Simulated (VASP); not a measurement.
Consider the following.

```
CaF2
1.0
    0.00000     2.73000     2.73000
    2.73000     0.00000     2.73000
    2.73000     2.73000     0.00000
Ca F
1 2
Direct
  0.00000   0.00000   0.00000
  0.25000   0.25000   0.25000
  0.75000   0.75000   0.75000
```

All values below come from PBE GGA, VASP's PBE PAW potentials (set 64) (plane waves; VASP 6.6.1). Run with 300 eV cut-off, 8×8×8 Γ-centred mesh, Gaussian smearing of 0.050 eV, potentials Ca_sv F.

At this cut-off the stress carries a Pulay error, which pulls relaxed volumes low.

Task: What does the run give for the energy per atom (σ→0), pressure, band gap (on the k-mesh) with the smallest direct gap where there is one?

Result: 
```yaml
band gap (on the k-mesh): 7.38 eV
smallest direct gap (on the k-mesh): 7.77 eV
energy per atom (σ→0): -5.892 eV/atom
pressure: -59.90 GPa
```

Only differences to runs with the same potentials and settings are physical.

The compound is CaF2 in the fluorite structure. The cell was not relaxed at this level. The run is one of a series of settings (ENCUT = 300 against the base run), some of them coarse on purpose.
